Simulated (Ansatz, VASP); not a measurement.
**SnSe: VASP beside Ansatz**

Aim: how closely do two programs agree when they are given the same cell, functional and k mesh? The structure shown is the end of the Ansatz relaxation below.

Main program and level: Ansatz 0.2.0; plane waves, with VASP 6.6.1 beside it; single point at PBE with D3(BJ).

### Step 1. Set-up

The structure is orthorhombic, space group Pnma (No. 62). Conventional cell: a = 11.166 Å, b = 4.048 Å, c = 4.566 Å, α = 90.00°, β = 90.00°, γ = 90.00°. Sn has 6 Se at 2.76 to 3.39 Å and 2 Sn at 3.40 Å nearest. Nearest to Se lie 6 Sn at 2.76 to 3.39 Å. Farther neighbours and most contacts between anions are not listed.

### Step 2. Ansatz: relaxation, PBE with D3(BJ)

Ansatz runs on its PAW soft_1 files.

This run makes the geometry at which the two programs are then compared.

Contents of input.yaml:

```yaml
crystal:
  lattice:
    - [11.16648771, 0.0, 0.0]
    - [0.0, 4.04804765, 0.0]
    - [0.0, 0.0, 4.450147298]
  atoms:
    - { symbol: Sn, position: [0.118593, 0.25, 0.0925598] }
    - { symbol: Sn, position: [0.381407, 0.75, 0.5925598] }
    - { symbol: Sn, position: [0.618593, 0.25, 0.4074402] }
    - { symbol: Sn, position: [0.881407, 0.75, 0.9074402] }
    - { symbol: Se, position: [0.8572655, 0.25, 0.4773824] }
    - { symbol: Se, position: [0.6427345, 0.75, 0.9773824] }
    - { symbol: Se, position: [0.3572655, 0.25, 0.0226176] }
    - { symbol: Se, position: [0.1427345, 0.75, 0.5226176] }
kpoints:
  mp_grid: { grid: [3, 7, 6] }
scf:
  occupations: { method: fermi_dirac, width: 0.02 }
hamiltonian:
  xc: pbe
  pseudopotentials: { kind: paw, azcp: { folder: soft_1 } }
  dispersion: d3bj
basis:
  ecutwfc: 600
output:
  forces: true
  stress: true
relax:
  f_tol: 0.005
  max_steps: 70
  cell: { stress_tol: 0.02, p_target: 0, fix: [a, b, alpha, beta, gamma] }
```

Run with:

```
ansatz run input.yaml --threads 4 --pin off --max-ram 10240MiB --backend cpu --events-out ev --progress --plain --runs-dir out
```

Numbers of over 12 decimals in the logs are rounded to 6 here.

The program printed:

```text
Engine: ansatz 0.2.0, x86_64-unknown-linux-gnu
Pseudopotentials: kind: paw
Pseudopotential: Sn, paw, valence charge 14, recommended cutoff 420 eV (normal), soft_1/Sn.paw.azcp
Pseudopotential: Se, paw, valence charge 16, recommended cutoff 420 eV (normal), soft_1/Se.paw.azcp
Functional definition: PBE
  parameter kappa = 0.804
  parameter beta = 0.066725
  exchange = pbe_x(kappa = kappa, mu = beta*pi^2/3)
  correlation = pbe_c(beta = beta)
Crystal: 8 atoms, lattice volume = 201.158 Å³
Basis set: ecut = 600 eV, 6677 PW (Γ), exchange–correlation on 180×72×72 points (8 copies of the dense FFT grid, shifted against one another)
Bands: 72, of which v1, the nominal top of the filled ones, is band 60 counted from 1 (59 counted from 0)
Symmetry: 8 space group operations
Space group: Pnma (ITA 62), of the structure as read, at distance tolerance 5.9e-5 Å
k-points: 32 of 126
Non-local potential: Sn, projectors of the file, l = 0: 2, l = 1: 2, l = 2: 2, l = 3: 1
Non-local potential: Se, projectors of the file, l = 0: 2, l = 1: 2, l = 2: 3, l = 3: 1
PAW form: soft (Blöchl's): semilocal exchange-correlation on the pseudo side does not see the compensation charge
PAW one-centre angular grid: Sn, 590 points (default); XC on 64 Gauss nodes
PAW one-centre angular grid: Se, 590 points (default); XC on 64 Gauss nodes
Initial density: superposition of atomic densities (chi_scale 0.1, normalization cell, long waves kept (reshape's long-wave potential 0.01 eV rms))
Initial wavefunctions: pseudopotential atomic-orbital guess
Functional: x = pbe(κ = 0.804, μ = 0.219515), c = pbe(β = 0.066725)
SCF iter   1: F=—  HF=-45980.541095 eV  |F-HF|=—  |Δ(HF+E_count)|=         —  Δρ=3.06e-2  dr2=2.59e0  ethr=3.10e-3  ⟨swp⟩=6.2  Hψ=8542  notcnv=0  defer=3
preconditioner: auto → Resta (q_TF=auto, 2.503 Å⁻¹)  ε∞=2.8  [insulator: Δε(μ)=0.161 eV  Ē_g=17.342 eV  σ=0.020 eV  W_gap=0.96  n_scr=56 (ndim 8)  ℏωp=23.4 eV  f_vac=0.000  D(μ)=0.06/eV (n_scr^D=0)  ε∞_Penn≈2.8]
SCF iter   2: F=—  HF=-45979.878482 eV  |F-HF|=—  |Δ(HF+E_count)|=   6.63e-1  Δρ=1.47e-2  dr2=4.99e-1  ethr=2.16e-3  ⟨swp⟩=3.3  Hψ=3370  notcnv=0  defer=183
SCF iter   3: F=—  HF=-45979.746237 eV  |F-HF|=—  |Δ(HF+E_count)|=   1.32e-1  Δρ=2.89e-3  dr2=1.43e-2  ethr=4.16e-4  ⟨swp⟩=3.9  Hψ=4383  notcnv=0  defer=183
SCF iter   4: F=—  HF=-45979.747905 eV  |F-HF|=—  |Δ(HF+E_count)|=   1.67e-3  Δρ=7.28e-4  dr2=1.75e-3  ethr=1.19e-5  ⟨swp⟩=2.0  Hψ=4273  notcnv=0  defer=183
SCF iter   5: F=—  HF=-45979.748117 eV  |F-HF|=—  |Δ(HF+E_count)|=   2.12e-4  Δρ=2.48e-4  dr2=1.51e-4  ethr=1.46e-6  ⟨swp⟩=2.0  Hψ=4041  notcnv=0  defer=183
SCF iter   6: F=—  HF=-45979.748161 eV  |F-HF|=—  |Δ(HF+E_count)|=   4.40e-5  Δρ=6.47e-5  dr2=8.13e-6  ethr=1.25e-7  ⟨swp⟩=2.0  Hψ=4041  notcnv=0  defer=183
SCF iter   7: F=—  HF=-45979.748180 eV  |F-HF|=—  |Δ(HF+E_count)|=   1.91e-5  Δρ=1.79e-5  dr2=6.01e-7  ethr=6.78e-9  ⟨swp⟩=2.0  Hψ=4216  notcnv=0  defer=183
SCF iter   8: F=-45979.748181 eV  HF=-45979.748181 eV  |F-HF|=2.46e-8  |Δ(HF+E_count)|=   1.03e-6  Δρ=3.84e-6  dr2=2.73e-8  ethr=8.33e-11  ⟨swp⟩=5.1  Hψ=8698  notcnv=0
SCF 1 converged in 8 iterations: F = -45979.748181 eV  dr2 = 2.73e-8
  greatest PAW one-centre occupation: 1.000 electrons in one spin orbital (limit 2), on the Se atom at site 6 (counted from 0), in its partial waves of l = 2
relax step   1: F+E_penalty+E_count = -45979.74818102 eV  Δ(F+E_penalty+E_count) = +0.000e0 eV  max|allowed force component| = 3.048e-1 eV/Å  Δτ_max = 0.0000 Å  P = +2.687 GPa  Ω = 201.158 Å³  fix = [a, b, alpha, beta, gamma]  reactions: a +4.657, b +2.482 GPa  (8 SCF iters, dr2 threshold 1.00e-7 eV, accepted)
[...]
relax step   6: F+E_penalty+E_count = -45979.80087134 eV  Δ(F+E_penalty+E_count) = -5.975e-4 eV  max|allowed force component| = 2.932e-3 eV/Å  Δτ_max = 0.0106 Å  P = +1.228 GPa  Ω = 206.238 Å³  energy of the carried Pulay correction = -6.202e-5 eV  fix = [a, b, alpha, beta, gamma]  reactions: a +2.114, b +1.534 GPa  (6 SCF iters, dr2 threshold 2.97e-8 eV, accepted)
[...]
relax step   7: F+E_penalty+E_count = -45979.80088734 eV  Δ(F+E_penalty+E_count) = -1.600e-5 eV  max|allowed force component| = 2.952e-4 eV/Å  Δτ_max = 0.0008 Å  P = +1.203 GPa  Ω = 206.381 Å³  energy of the carried Pulay correction = -6.375e-5 eV  fix = [a, b, alpha, beta, gamma]  reactions: a +2.103, b +1.505 GPa  (6 SCF iters, dr2 threshold 3.24e-9 eV, accepted)
[...]
relax step   8: F+E_penalty+E_count = -45979.80095007 eV  Δ(F+E_penalty+E_count) = -6.273e-5 eV  max|allowed force component| = 3.024e-4 eV/Å  Δτ_max = 0.0000 Å  P = +1.203 GPa  Ω = 206.381 Å³  fix = [a, b, alpha, beta, gamma]  reactions: a +2.103, b +1.505 GPa  stress off target by 5.82e-7 GPa on what of the cell is left free  SCF on the basis re-selected at this cell (its energy is not comparable with the rows above)  (9 SCF iters)
basis re-selected at this cell: Δ(F+E_penalty+E_count) = -6.273e-5 eV, ΔP = -0.000 GPa vs the last step (what re-selecting the basis moved, of the pressure what is left beyond the Pulay correction that the steps carried, after the strain that the cell walked since its last selection, with what the two solves' SCF thresholds leave and, on support functions, any second-order correction that the steps lacked; it is no measure of the basis error at this ecutwfc). The dense FFT grid was sized anew with the basis: this SCF ran on 90×36×40 points, the steps before it on 90×36×36, so part of this shift can come from that change (see relax.cell in the input reference). [rest of the remark cut]
SCF converged after 9 iterations
Free energy (F): -45979.800950 eV
Harris-Foulkes:  -45979.800950 eV  (|F-HF|=0.00e0)
Internal energy: -45979.800949 eV  (E = F + TS)
E sigma→0 (E₀):  -45979.800949 eV
Entropy (-TS):   -0.000001 eV (-0.000 meV/atom)
Fermi energy:    9.634789 eV
--- Per-component energies (eV) ---
  E_band       = -1845.861556
  E_kinetic    = 1111.877278
  E_local      = -14522.938905  (includes V_loc(G=0)·N_el)
  E_nonlocal   = -836.195857
  E_hartree    = 7563.259015
  E_xc         = -845.406335
  E_vxc        = -683.909154  (∫ρ·V_xc dr)
  E_paw        = -25994.313739  (= ΣΔE_a)
  E_vpaw       = -2041.213111  (= ΣTr[D̂ρ^β])
  E_aug_tail   = 0.000159  (compensation charges beyond the density's cutoff)
  E_ewald      = -12453.081887
  E_disp       = -3.000677  (pairwise vdW)
  E_smearing   = -0.000001  (= −TS)
  E_closure    = 0.000000  (closes the sum)
  Σ components = -45979.800950   (vs F -45979.800950, Δ=0.00e0)
--- Forces (eV/Å), atoms counted from 1 ---
  atom   1  Sn     0.00020040    -0.00000000     0.00030244
  atom   2  Sn    -0.00020040    -0.00000000     0.00030244
  atom   3  Sn     0.00020040     0.00000000    -0.00030244
  atom   4  Sn    -0.00020040     0.00000000    -0.00030244
  atom   5  Se    -0.00017324    -0.00000000     0.00030129
  atom   6  Se     0.00017324    -0.00000000     0.00030129
  atom   7  Se    -0.00017324     0.00000000    -0.00030129
  atom   8  Se     0.00017324     0.00000000    -0.00030129
  max |Σ_I F_I| component: 0.00e0 eV/Å
--- Stress (GPa, compression-positive) ---
        2.103001       0.000000       0.000000
        0.000000       1.504990      -0.000000
        0.000000      -0.000000       0.000001
  P = ⅓ Tr σ = 1.2027 GPa (12.027 kbar)
--- Relaxed structure (7 steps of the walk, 6 accepted, 1 SCFs on fresh bases) ---
  F+E_penalty+E_count = -45979.80095007 eV   max|allowed force component| = 3.024e-4 eV/Å   (the final SCF, on the basis selected at the relaxed cell)
  cell:  # Å, volume = 206.3806 Å³
    - [11.16648771, 0, 0]
    - [0, 4.04804765, 0]
    - [0, 0, 4.565693]
  atoms:
    - { symbol: Sn, position: [0.113267, 0.250000, 0.113691] }
    - { symbol: Sn, position: [0.386733, 0.750000, 0.613691] }
    - { symbol: Sn, position: [0.613267, 0.250000, 0.386309] }
    - { symbol: Sn, position: [0.886733, 0.750000, 0.886309] }
    - { symbol: Se, position: [0.857893, 0.250000, 0.476533] }
    - { symbol: Se, position: [0.642107, 0.750000, 0.976533] }
    - { symbol: Se, position: [0.357893, 0.250000, 0.023467] }
    - { symbol: Se, position: [0.142107, 0.750000, 0.523467] }
```

The column dr2 measures how far the density is from self-consistency, as an energy; F and HF (Harris–Foulkes) agree once it is small.

### Step 3. VASP: single point, PBE with D3(BJ), pair 1

The same cell, functional, mesh and smearing now go to VASP, with its own data sets.

Lines of VASP's logs that name or quote its potential files are left out, and so is its time.

Contents of INCAR:

```
SYSTEM = SnSe
PREC = Accurate
ENCUT = 500
EDIFF = 1E-06
NELM = 120
ISMEAR = -1
SIGMA = 0.02
LREAL = .FALSE.
ALGO = Normal
GGA = PE
IVDW = 12
NBANDS = 49
LORBIT = 11
LWAVE = .FALSE.
LCHARG = .FALSE.
ISIF = 2
LASPH = .TRUE.
GGA_COMPAT = .FALSE.
EFERMI = MIDGAP
KPAR = 2
```

Contents of POSCAR:

```
SnSe
1.0
   11.1664877100      0.0000000000      0.0000000000
    0.0000000000      4.0480476500      0.0000000000
    0.0000000000      0.0000000000      4.5656929589
Sn Se
4 4
Direct
    0.1132671959      0.2500000000      0.1136907368
    0.3867328041      0.7500000000      0.6136907368
    0.6132671959      0.2500000000      0.3863092632
    0.8867328041      0.7500000000      0.8863092632
    0.8578932432      0.2500000000      0.4765331270
    0.6421067568      0.7500000000      0.9765331270
    0.3578932432      0.2500000000      0.0234668730
    0.1421067568      0.7500000000      0.5234668730
```

Contents of KPOINTS:

```
Automatic mesh
0
Gamma
3 7 6
0 0 0
```

The projector-augmented-wave data sets are Sn_d and Se (PBE family, release 64).

Run with:

```
mpirun -np 2 vasp_std
```

The program printed:

```text
[banner, memory and clock lines left out]
running    2 mpi-ranks, on    1 nodes
 distrk:  each k-point on    1 cores,    2 groups
 distr:  one band on    1 cores,    1 groups

 POSCAR found type information on POSCAR SnSe
 POSCAR found :  2 types and       8 ions
 LDA part: xc-table for (Slater+PW92), standard interpolation
 POSCAR, INCAR and KPOINTS ok, starting setup
 FFT: planning ... GRIDC
 FFT: planning ... GRID_SOFT
 FFT: planning ... GRID
 WAVECAR not read
 entering main loop
       N       E                     dE             d eps       ncg     rms          rms(c)
DAV:   1     0.875216226600E+03    0.87522E+03   -0.36242E+04  3369   0.209E+03
DAV:   2     0.116609344803E+03   -0.75861E+03   -0.73548E+03  3144   0.604E+02
DAV:   3    -0.236663209800E+02   -0.14028E+03   -0.13408E+03  3718   0.205E+02
DAV:   4    -0.330237067337E+02   -0.93574E+01   -0.91447E+01  3699   0.537E+01
DAV:   5    -0.333409760747E+02   -0.31727E+00   -0.31648E+00  3655   0.106E+01    0.665E+00
DAV:   6    -0.326694643698E+02    0.67151E+00   -0.12296E+00  4401   0.571E+00    0.417E+00
DAV:   7    -0.326609017324E+02    0.85626E-02   -0.56878E-01  4102   0.273E+00    0.149E+00
DAV:   8    -0.326569532992E+02    0.39484E-02   -0.62414E-02  4146   0.162E+00    0.334E-01
DAV:   9    -0.326572514216E+02   -0.29812E-03   -0.81335E-03  3941   0.598E-01    0.104E-01
DAV:  10    -0.326573385251E+02   -0.87103E-04   -0.81719E-04  4113   0.149E-01    0.548E-02
DAV:  11    -0.326574008574E+02   -0.62332E-04   -0.25334E-04  4117   0.910E-02    0.213E-02
DAV:  12    -0.326573854694E+02    0.15388E-04   -0.42001E-05  4096   0.366E-02    0.738E-03
DAV:  13    -0.326573861392E+02   -0.66982E-06   -0.71466E-06  3003   0.974E-03
   1 F= -.35657263E+02 E0= -.35657262E+02  d E =-.151726E-05
```

From OUTCAR (step 3):

```text
ion  position               nearest neighbor table
   1  0.113  0.250  0.114-   7 2.76   8 2.78   8 2.78   4 3.40   4 3.40
   2  0.387  0.750  0.614-   8 2.76   7 2.78   7 2.78   3 3.40   3 3.40
   3  0.613  0.250  0.386-   5 2.76   6 2.78   6 2.78   2 3.40   2 3.40
   4  0.887  0.750  0.886-   6 2.76   5 2.78   5 2.78   1 3.40   1 3.40
   5  0.858  0.250  0.477-   3 2.76   4 2.78   4 2.78
   6  0.642  0.750  0.977-   4 2.76   3 2.78   3 2.78
   7  0.358  0.250  0.023-   1 2.76   2 2.78   2 2.78
   8  0.142  0.750  0.523-   2 2.76   1 2.78   1 2.78

  LATTYP: Found a simple orthorhombic cell.
 ALAT       =     4.0480476500
 B/A-ratio  =     1.1278753003
 C/A-ratio  =     2.7584872204

 Subroutine GETGRP returns: Found  8 space group operations
 (whereof  2 operations were pure point group operations)

The static configuration has the point symmetry S_2 .
 The point group associated with its full space group is D_2h.

 Found     32 irreducible k-points:

   k-points           NKPTS =     32   k-points in BZ     NKDIM =     32   number of bands    NBANDS=     49

   dimension x,y,z NGX =    84 NGY =   30 NGZ =   36
   dimension x,y,z NGXF=   168 NGYF=   60 NGZF=   72

   ENCUT  =  500.0 eV  36.75 Ry    6.06 a.u.  20.36  7.38  8.32*2*pi/ulx,y,z

   NELECT =      80.0000    total number of electrons

 k-points in reciprocal lattice and weights: Automatic mesh
   0.00000000  0.00000000  0.00000000       0.008
   0.33333333  0.00000000  0.00000000       0.016
   0.00000000  0.14285714  0.00000000       0.016
   0.33333333  0.14285714  0.00000000       0.032
   0.00000000  0.28571429  0.00000000       0.016
   0.33333333  0.28571429  0.00000000       0.032
   0.00000000  0.42857143  0.00000000       0.016
   0.33333333  0.42857143  0.00000000       0.032
   0.00000000  0.00000000  0.16666667       0.016
[...]
0.00000000  0.42857143  0.50000000       0.016
   0.33333333  0.42857143  0.50000000       0.032

 average (electrostatic) potential at core
       1-101.1376       2-101.1376       3-101.1376       4-101.1376       5 -52.3308
       6 -52.3308       7 -52.3308       8 -52.3308

 E-fermi :   6.1172

 k-point     1 :       0.0000    0.0000    0.0000
  band No.  band energies     occupation
    ...
     36       3.7839      2.00000
     37       4.4601      2.00000
     38       4.8238      2.00000
     39       4.9692      2.00000
     40       5.3681      2.00000
     41       6.6683      0.00000
     42       8.5639      0.00000
     43       8.8398      0.00000
     44       8.9513      0.00000
     45       8.9802      0.00000
    ...

 k-point     2 :       0.3333    0.0000    0.0000
  band No.  band energies     occupation
    ...
     36       3.8868      2.00000
     37       3.9382      2.00000
     38       4.3103      2.00000
     39       5.0257      2.00000
     40       5.3020      2.00000
     41       7.9616      0.00000
     42       8.3734      0.00000
     43       8.5127      0.00000
     44       8.9653      0.00000
     45       9.3348      0.00000
    ...

 k-point     3 :       0.0000    0.1429    0.0000
  band No.  band energies     occupation
    ...
     36       3.8451      2.00000
     37       4.2290      2.00000
     38       4.8948      2.00000
     39       5.2452      2.00000
     40       5.3184      2.00000
     41       6.8291      0.00000
     42       7.7932      0.00000
     43       8.5927      0.00000
     44       8.9334      0.00000
     45       9.0399      0.00000
    ...

 Edisp (eV)   -2.99988

  Total       2.78053     1.98393     0.06500     0.00000     0.00000     0.00000
  in kB      21.58583    15.40167     0.50457     0.00000     0.00000     0.00000
  external pressure =       12.50 kB  Pullay stress =        0.00 kB

  energy-cutoff  :      500.00
  volume of cell :      206.38
      direct lattice vectors                 reciprocal lattice vectors
    11.166487710  0.000000000  0.000000000     0.089553674  0.000000000  0.000000000
     0.000000000  4.048047650  0.000000000     0.000000000  0.247032665  0.000000000
     0.000000000  0.000000000  4.565692959     0.000000000  0.000000000  0.219024803

 POSITION                                       TOTAL-FORCE (eV/Angst)
 -----------------------------------------------------------------------------------
      1.26480      1.01201      0.51908        -0.015303      0.000000     -0.013326
      4.31845      3.03604      2.80192         0.015303      0.000000     -0.013326
      6.84804      1.01201      1.76377        -0.015303      0.000000      0.013326
      9.90169      3.03604      4.04662         0.015303     -0.000000      0.013326
      9.57965      1.01201      2.17570         0.006549     -0.000000     -0.011576
      7.17008      3.03604      4.45855        -0.006549      0.000000     -0.011576
      3.99641      1.01201      0.10714         0.006549      0.000000      0.011576
      1.58683      3.03604      2.38999        -0.006549     -0.000000      0.011576
 -----------------------------------------------------------------------------------
    total drift:                                0.000000     -0.000000     -0.000000

  FREE ENERGIE OF THE ION-ELECTRON SYSTEM (eV)
  ---------------------------------------------------
  free  energy   TOTEN  =       -35.6572627769 eV

  energy  without entropy=      -35.6572612597  energy(sigma->0) =      -35.65726202

 total charge
# of ion       s       p       d       tot
------------------------------------------
    1        1.338   0.777  10.001  12.116
    2        1.338   0.777  10.001  12.116
    3        1.338   0.777  10.001  12.116
    4        1.338   0.777  10.001  12.116
    5        1.474   2.331   0.027   3.832
    6        1.474   2.331   0.027   3.832
    7        1.474   2.331   0.027   3.832
    8        1.474   2.331   0.027   3.832
--------------------------------------------------
tot         11.246  12.433  40.112  63.791

[... 3 further parts left out ...]
```

The run ends at a pressure of 1.25 GPa, with forces up to 0.020 eV/Å.

### Step 4. Differences

Known differences besides the potentials themselves: the data sets hold 120 valence electrons in Ansatz (on its PAW soft_1 files) and 80 in VASP; the cutoff is 600 eV in Ansatz and 500 eV in VASP; Ansatz's pressure holds a Pulay correction, VASP's none. Total energies have different zeros and are not compared.

Both answers:

```csv
quantity,Ansatz,VASP,difference
pressure (GPa),1.20,1.25,-0.05
gap on the k mesh (eV),0.365,0.361,+0.003
```

At this near-relaxed geometry the largest component of a force difference is 16 meV/Å. A gap on the mesh is an upper bound, since the band edges may lie between its points.

### Step 5. Ansatz: relaxation, PBE with D3(BJ)

This run makes the geometry at which the two programs are then compared. The cell compared in this pair holds 208.48 Å³, against 206.38 Å³ for the pair before.

The structure compared here is the end of the Ansatz relaxation.

input.yaml: that of step 2 with these lines changed.

```diff
@@ -2,5 +2,5 @@
   lattice:
-    - [11.16648771, 0.0, 0.0]
-    - [0.0, 4.04804765, 0.0]
-    - [0.0, 0.0, 4.450147298]
+    - [11.39672457, 0.0, 0.0]
+    - [0.0, 4.13151255, 0.0]
+    - [0.0, 0.0, 4.397689766]
   atoms:
```

Run with:

```
ansatz run input.yaml --threads 4 --pin off --max-ram 10240MiB --backend cpu --events-out ev --progress --plain --runs-dir out
```

The program printed:

```text
[...]
Crystal: 8 atoms, lattice volume = 207.068 Å³
Basis set: ecut = 600 eV, 6885 PW (Γ), exchange–correlation on 192×72×72 points (8 copies of the dense FFT grid, shifted against one another)
Bands: 72, of which v1, the nominal top of the filled ones, is band 60 counted from 1 (59 counted from 0)
Symmetry: 8 space group operations
[...]
k-points: 32 of 126
[...]
atoms:
    - { symbol: Sn, position: [0.116936, 0.250000, 0.098966] }
    - { symbol: Sn, position: [0.383064, 0.750000, 0.598966] }
    - { symbol: Sn, position: [0.616936, 0.250000, 0.401034] }
    - { symbol: Sn, position: [0.883064, 0.750000, 0.901034] }
    - { symbol: Se, position: [0.857616, 0.250000, 0.477211] }
    - { symbol: Se, position: [0.642384, 0.750000, 0.977211] }
    - { symbol: Se, position: [0.357616, 0.250000, 0.022789] }
    - { symbol: Se, position: [0.142384, 0.750000, 0.522789] }
[key lines of the parts left out:]
SCF converged after 9 iterations
Free energy (F): -45979.863864 eV
Fermi energy:    9.534764 eV
P = ⅓ Tr σ = 0.3919 GPa (3.919 kbar)
```

[end of part 1 of 2]

[Lines on the potential files, build, host, timing and source positions are cut from VASP's logs without a mark.]

[Logs are printed without paths, hosts, clocks, repeated set-up lines and the standing remarks that a program may print on its own settings, such as how far it seeks lower states.]

[Hosts, paths, dates, database ids (printed as entryN), source tags and the programs' standing remarks are cut or masked in the printed files.]
